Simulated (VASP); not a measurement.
Output of a VASP run:

### OUTCAR
```
 ion  position               nearest neighbor table
   1  0.333  0.667  0.250-   2 3.40   2 3.40   2 3.40   2 3.40   2 3.40   2 3.40
   2  0.667  0.333  0.750-   1 3.40   1 3.40   1 3.40   1 3.40   1 3.40   1 3.40
  LATTYP: Found a hexagonal cell.
 ALAT       =     3.5095477766
 C/A-ratio  =     1.5589908793
 Subroutine PRICEL returns:
 Original cell was already a primitive cell.
 Subroutine GETGRP returns: Found 24 space group operations
The static configuration has the point symmetry D_3d.
 The point group associated with its full space group is D_6h.
The dynamic configuration has the point symmetry D_3d.
 Subroutine INISYM returns: Found 24 space group operations
 Subroutine IBZKPT returns following result:
 Found    105 irreducible k-points:

 Following reciprocal coordinates:
            Coordinates               Weight
  0.000000  0.000000  0.000000      1.000000
  0.076923  0.000000  0.000000      6.000000
  0.153846  0.000000  0.000000      6.000000
  0.230769  0.000000  0.000000      6.000000
  0.307692  0.000000  0.000000      6.000000
  0.384615  0.000000  0.000000      6.000000
  0.461538  0.000000  0.000000      6.000000
  0.076923  0.076923  0.000000      6.000000
  0.153846  0.076923  0.000000     12.000000
  0.230769  0.076923  0.000000     12.000000
  0.307692  0.076923  0.000000     12.000000
  0.384615  0.076923  0.000000     12.000000
  0.461538  0.076923  0.000000      6.000000
  0.153846  0.153846  0.000000      6.000000
  0.230769  0.153846  0.000000     12.000000
  0.307692  0.153846  0.000000     12.000000
  0.384615  0.153846  0.000000     12.000000
  0.230769  0.230769  0.000000      6.000000
  0.307692  0.230769  0.000000     12.000000
  0.384615  0.230769  0.000000      6.000000
  0.307692  0.307692  0.000000      6.000000
  0.000000  0.000000  0.125000      2.000000
  0.076923  0.000000  0.125000     12.000000
  0.153846  0.000000  0.125000     12.000000
  0.230769  0.000000  0.125000     12.000000
  0.307692  0.000000  0.125000     12.000000
  0.384615  0.000000  0.125000     12.000000
  0.461538  0.000000  0.125000     12.000000
  0.076923  0.076923  0.125000     12.000000
  0.153846  0.076923  0.125000     24.000000
  0.230769  0.076923  0.125000     24.000000
  0.307692  0.076923  0.125000     24.000000
  0.384615  0.076923  0.125000     24.000000
  0.461538  0.076923  0.125000     12.000000
  0.153846  0.153846  0.125000     12.000000
  0.230769  0.153846  0.125000     24.000000
  0.307692  0.153846  0.125000     24.000000
  0.384615  0.153846  0.125000     24.000000
  0.230769  0.230769  0.125000     12.000000
  0.307692  0.230769  0.125000     24.000000
   k-points           NKPTS =    105   k-points in BZ     NKDIM =    105   number of bands    NBANDS=     13
   number of dos      NEDOS =    601   number of ions     NIONS =      2
   total plane-waves  NPLWV =  32928
   dimension x,y,z NGX =    28 NGY =   28 NGZ =   42
   dimension x,y,z NGXF=    56 NGYF=   56 NGZF=   84
   ions per type =               2
   PREC   = accura    normal or accurate (medium, high low for compatibility)
   ISTART =      0    job   : 0-new  1-cont  2-samecut
   ICHARG =      2    charge: 1-file 2-atom 10-const
   ISPIN  =      1    spin polarized calculation?
   LNONCOLLINEAR =      F non collinear calculations
   LSORBIT =      F    spin-orbit coupling
   INIWAV =      1    electr: 0-lowe 1-rand  2-diag
   ENCUT  =  520.0 eV  38.22 Ry    6.18 a.u.   6.53  6.53 10.17*2*pi/ulx,y,z
   NELM   =    100;   NELMIN=  2; NELMDL= -5     # of ELM steps
   EDIFF  = 0.1E-06   stopping-criterion for ELM
   LREAL  =      F    real-space projection
   NLSPLINE    = F    spline interpolate recip. space projectors
   LMAXMIX     =    6 max onsite mixed and CHGCAR
   VOSKOWN=      0    Vosko Wilk Nusair interpolation
   EDIFFG = 0.1E-05   stopping-criterion for IOM
   NSW    =      0    number of steps for IOM
...
```

OSZICAR:
```
       N       E                     dE             d eps       ncg     rms          rms(c)
DAV:   1     0.439923724355E+02    0.43992E+02   -0.87315E+03  4797   0.149E+03
DAV:   2    -0.641718662547E+01   -0.50410E+02   -0.49308E+02  4651   0.724E+02
DAV:   3    -0.879249726477E+01   -0.23753E+01   -0.22579E+01  4872   0.667E+01
DAV:   4    -0.890678190270E+01   -0.11428E+00   -0.11096E+00  5043   0.105E+01
DAV:   5    -0.891291863488E+01   -0.61367E-02   -0.61418E-02  4719   0.212E+00    0.249E+01
DAV:   6    -0.889943113196E+01    0.13488E-01   -0.41488E-02  4595   0.451E+00    0.148E+01
DAV:   7    -0.890828389871E+01   -0.88528E-02   -0.74742E-02  4441   0.608E+00    0.405E-01
DAV:   8    -0.890815596397E+01    0.12793E-03   -0.55060E-03  4468   0.111E+00    0.832E-02
DAV:   9    -0.890817384609E+01   -0.17882E-04   -0.23484E-04  4773   0.248E-01    0.306E-02
DAV:  10    -0.890817041155E+01    0.34345E-05   -0.25607E-05  4644   0.790E-02    0.423E-02
DAV:  11    -0.890817059352E+01   -0.18197E-06   -0.24609E-06  4613   0.231E-02    0.204E-03
DAV:  12    -0.890817085355E+01   -0.26003E-06   -0.12750E-07  2719   0.754E-03    0.212E-03
DAV:  13    -0.890817084741E+01    0.61373E-08   -0.30184E-08  2460   0.103E-02
   1 F= -.89081708E+01 E0= -.89081708E+01  d E =0.000000E+00
```

**OUTCAR**
```
------------------------ aborting loop because EDIFF is reached ----------------------------------------
  FORCE on cell =-STRESS in cart. coord.  units (eV):
  Direction    XX          YY          ZZ          XY          YZ          ZX
  --------------------------------------------------------------------------------------
  Total        0.0578494      0.0578494     -0.0448992      0.0000000     -0.0000000     -0.0000000
  in kB        1.5881143      1.5881144     -1.2325991      0.0000000     -0.0000000     -0.0000000
  external PRESSURE =       0.6478765 kB  Pullay stress =       0.0000000 kB
  volume of cell :       58.36
      direct lattice vectors                 reciprocal lattice vectors
     1.754773850 -3.039357552  0.000000000     0.284937002 -0.164508450  0.000000000
     1.754773850  3.039357552  0.000000000     0.284937002  0.164508450  0.000000000
     0.000000000  0.000000000  5.471352974     0.000000000  0.000000000  0.182770149
 POSITION                                       TOTAL-FORCE (eV/Angst)
 -----------------------------------------------------------------------------------
      1.75477      1.01312      1.36784         0.000000      0.000000      0.000000
      1.75477     -1.01312      4.10351        -0.000000     -0.000000      0.000000
 -----------------------------------------------------------------------------------
    total drift:                               -0.000001      0.000069     -0.000012
  FREE ENERGIE OF THE ION-ELECTRON SYSTEM (eV)
  ---------------------------------------------------
  free  energy   TOTEN  =        -8.9081708474 eV

  energy  without entropy=       -8.9081708474  energy(sigma->0) =       -8.90817085

 total charge

# of ion       s       p       d       tot
------------------------------------------
    1        0.501   6.423   0.931   7.855
    2        0.501   6.423   0.931   7.855
--------------------------------------------------
tot          1.002  12.846   1.862  15.710
```
(Selected blocks of OUTCAR.)

POSCAR:
```
Lu
1
    1.7547738504    -3.0393575522    -0.0000000000
    1.7547738504     3.0393575522     0.0000000000
   -0.0000000000    -0.0000000000     5.4713529743
Lu
2
Direct
  0.3333330000   0.6666670000   0.2500000000
  0.6666670000   0.3333330000   0.7500000000
```

**Question.** Reconstruct the remaining input files.

**Answer.** Several could match; the one computed here: the input of the run itself, PW91 GGA, plane waves, VASP's PBE PAW potentials (set 64).

**KPOINTS**
```
Automatic mesh
0
Gamma
13 13 8
0 0 0
```

INCAR:
```
SYSTEM = Lu
PREC = Accurate
ENCUT = 520
EDIFF = 1E-7
NELM = 100
ALGO = Normal
LREAL = .FALSE.
LASPH = .TRUE.
ISMEAR = -5
GGA = 91
LMAXMIX = 6
LWAVE = .FALSE.
LCHARG = .TRUE.
LORBIT = 11
NEDOS = 601
ISIF = 2
```

POTCAR, in this order: Lu_3 (PBE.64 set). Program: vasp_std.

For a metal the tetrahedron method with Blöchl corrections gives inexact stress and forces.

The compound is Lu in the hcp structure. It was relaxed first.
